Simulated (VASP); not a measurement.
Runs of VASP 6.6.1 on Na2ZrS2. Symmetry: I4/mmm, No. 139, tetragonal system. Conventional cell: a = 4.952 Å, b = 4.952 Å, c = 8.081 Å, α = 90.00°, β = 90.00°, γ = 90.00°. Around Na (site symmetry 4mm) lie 1 Na at 2.31 Å and 4 S at 2.62 Å. Zr (site symmetry 4/mmm) has 2 Na at 2.88 Å and 8 S at 3.20 Å as nearest neighbours. S (site symmetry -4m2) has 4 Na at 2.62 Å as nearest neighbours. The cell was built by a generator and needn't be a form met in nature.

| task | level | cell | cutoff (eV) | gap on the mesh (eV) | pressure (GPa) | relaxed volume (Å³/atom) |
| --- | --- | --- | --- | --- | --- | --- |
| relaxation of cell and atoms | PBE+D2 | relaxed | 600 | none | 0.0 | 19.16 |
| relaxation of cell and atoms | PBE+D3 | relaxed | 600 | none | 0.0 | 18.52 |
| relaxation of cell and atoms | PBE+D3(BJ) | relaxed | 600 | none | 0.0 | 18.31 |
| relaxation of cell and atoms | PBE | relaxed | 600 | none | 0.0 | (a) |

Alike in all rows: potentials or basis VASP PAW PBE potentials, release 64 (Na_pv, Zr_sv, S); no spin polarisation; k mesh 6 × 6 × 6; smearing fermi-dirac 0.05 eV.

Question: Estimate the missing entries.

Answer: (a) 19.42.

Caveats: pairwise dispersion overbinds metals, which lowers pressure and volume (some runs); atom-pairwise D2, TS and ULG terms overbind metals (some runs).

A k mesh can miss the band edges, and the runs leave out spin-orbit coupling on Zr.

A gap of «none» marks a metal or a gap under the smearing width.
